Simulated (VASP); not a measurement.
Input:

```yaml
crystal:
  lattice:
    - [0.00000, 2.78129, 2.78129]
    - [2.78129, 0.00000, 2.78129]
    - [2.78129, 2.78129, 0.00000]
  atoms:
    - { symbol: Si, position: [0.00000, 0.00000, 0.00000] }
    - { symbol: Si, position: [0.25000, 0.25000, 0.25000] }
```

Level of theory: rev-vdW-DF2, VASP's PBE PAW potentials (set 64) (plane waves; VASP). Settings: 520 eV cut-off, 8×8×8 Γ-centred mesh, Gaussian smearing of 0.050 eV, potentials Si.

Question: The job: Si (diamond), 2 atoms, rev-vdW-DF2, static run, 520 eV, 8×8×8 Γ-centred mesh. Roughly how much core time does it take on a busy server core?

Answer: About 20 core-seconds (one run on a shared machine, a rough figure). It had 29 irreducible k-points, 8 bands, up to 1174 plane waves and 12 electronic steps.

The compound is Si in the diamond structure. This cell is one point of a volume scan, at 1.06 of the reference volume.
